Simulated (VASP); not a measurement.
Input:

```
CELL_PARAMETERS angstrom
      0.00000     2.88338     2.88338
      2.88338     0.00000     2.88338
      2.88338     2.88338     0.00000
ATOMIC_POSITIONS crystal
  Li 0.25000 0.25000 0.25000
  Li 0.75000 0.75000 0.75000
  S  0.00000 0.00000 0.00000
```

These are RPBE GGA, VASP's PBE PAW potentials (set 64) (plane waves; VASP 6.6.1) values and carry that method's errors. Numerical set-up: 520 eV cut-off, Gaussian smearing of 0.050 eV, potentials Li_sv S.

**Question.** Predict the band gap (along the path) with the smallest direct gap where there is one.

**Answer.** 
- band gap (along the path): 3.57 eV
- smallest direct gap (along the path): 4.29 eV

The absolute energy has meaning only against runs of the same code, potentials and settings.

The compound is Li2S in the antifluorite structure. It was relaxed first.
